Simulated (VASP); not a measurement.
Given:

```
GaS
1.0
    1.81962     1.05056     8.46033
   -1.81962     1.05056     8.46033
    0.00000    -2.10112     8.46033
Ga S
2 2
Direct
  0.95145   0.95145   0.95145
  0.04855   0.04855   0.04855
  0.24229   0.24229   0.24229
  0.75771   0.75771   0.75771
```

Computed with modified Becke-Johnson potential (mBJ), VASP's PBE PAW potentials (set 64) (plane waves; VASP). Run with 400 eV cut-off, 6×6×6 Γ-centred mesh, Gaussian smearing of 0.050 eV, potentials Ga_d S.

mBJ is a potential without an energy functional, so only the levels count.

**Question.** Estimate the band gap (over mesh and band path) with the smallest direct gap where there is one.

**Answer.** 
```yaml
band gap (over mesh and band path): 2.97 eV
smallest direct gap (over mesh and band path): 2.98 eV
```

Only differences to runs with the same potentials and settings are physical.

The structure comes from a computed database's GaS entry (R-3m); how it stands against other phases isn't given here. It was relaxed first, which changed the volume by +8 %. The cell's shape comes from a PBE relaxation.
